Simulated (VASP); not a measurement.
Data:

```yaml
crystal:
  lattice:
    - [1.56950, -2.78583, 0.00000]
    - [1.56950, 2.78583, 0.00000]
    - [0.00000, 0.00000, 3.42339]
  atoms:
    - { symbol: Hf, position: [0.00000, 0.00000, 0.00000] }
    - { symbol: B, position: [0.33333, 0.66667, 0.50000] }
    - { symbol: B, position: [0.67318, 0.33985, 0.50000] }
```

Method: PBE GGA, VASP's PBE PAW potentials (set 64) (plane waves; VASP 6.6.1). Settings: 520 eV cut-off, KSPACING 0.8 per Å, first-order Methfessel-Paxton smearing of 0.10 eV, potentials Hf_pv B.

Problem. Give the force on each atom (eV/Å).

Solution. 
| atom | Fx | Fy | Fz |
|---|---|---|---|
| Hf1 | 0.158 | 0.007 | 0.000 |
| B2 | -0.198 | 0.602 | 0.000 |
| B3 | 0.039 | -0.609 | 0.000 |

Problem. Give the stress tensor in GPa (positive for a compressed cell).

Solution. 
```
 1.25   1.67   0.00
 1.67  -5.74   0.00
 0.00   0.00  -1.64
```
The pressure is its mean diagonal, -2.05 GPa.

The compound is HfB2 in the AlB2 type structure. The cell was not relaxed at this level, atoms are displaced from their ideal sites. The run is one of a series of settings (KGAMMA = .TRUE., KSPACING = 0.8, KPOINTS file removed against the base run), some of them coarse on purpose.
